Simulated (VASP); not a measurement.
Consider the following.

```
Ni
1.0
    0.00000     1.78268     1.78268
    1.78268     0.00000     1.78268
    1.78268     1.78268     0.00000
Ni
1
Direct
  0.00000   0.00000   0.00000
```
Starting moments (μB, in the order of the record's atoms Ni): 0.6.

Level of theory: PBE GGA, VASP's PBE PAW potentials (set 64) (plane waves; VASP). Run with 480 eV cut-off, 16×16×16 Γ-centred mesh, first-order Methfessel-Paxton smearing of 0.10 eV, potentials Ni.

Question: Give the stress tensor in GPa (positive for a compressed cell).

Answer: 
```
-7.44   0.00   0.00
 0.00  -7.44   0.00
 0.00   0.00  -7.44
```
The pressure is its mean diagonal, -7.44 GPa.

The compound is Ni in the fcc structure. This cell was strained or had an atom moved on purpose.
